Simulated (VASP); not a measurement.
A run of VASP 6.6.1:

Contents of INCAR:

```
SYSTEM = Zr
ALGO     = Normal         ! electronic algorithm
EDIFF    = 1E-6           ! SCF threshold, eV
EDIFFG   = -0.01          ! ionic threshold
ENCUT    = 300            ! plane-wave cutoff, eV
GGA      = PE             ! functional
IBRION   = 2              ! ionic algorithm
ISIF     = 3              ! what is computed and relaxed
ISMEAR   = 1              ! smearing method
LASPH    = .TRUE.         ! aspherical terms in the spheres
LCHARG   = .FALSE.        ! write CHGCAR
LREAL    = .FALSE.        ! projectors in reciprocal space
LWAVE    = .FALSE.        ! write WAVECAR
NELM     = 80             ! most SCF steps
NSW      = 90             ! ionic steps
PREC     = Accurate       ! precision mode
SIGMA    = 0.1            ! smearing width, eV
```

File KPOINTS:

```
k-points
0
G
  8 8 4
  0 0 0
```

The input POSCAR:

```
Zr
1.0
    3.2320000000      0.0000000000      0.0000000000
   -1.6160000000      2.7989941050      0.0000000000
    0.0000000000      0.0000000000      5.1470000000
Zr
2
Direct
    0.3333333333      0.6666666667      0.2500000000
    0.6666666667      0.3333333333      0.7500000000
```

Potentials or basis: VASP PAW PBE potentials, release 64 (Zr_sv).

Command:

```bash
$ cat potpaw_PBE.64/Zr_sv/POTCAR > POTCAR
$ mpirun -np 1 vasp_std > vasp.out
```

Hardware: 1 thread of Intel(R) Xeon(R) Platinum 8488C (Sapphire Rapids), on a shared host.

Task: Estimate the wall time of this run.

Result: It took 19 s on 1 thread of Intel(R) Xeon(R) Platinum 8488C (Sapphire Rapids), on a shared host, peak memory 0.12 GiB. Counts: scf iterations 27, k points 30, ion steps 3.
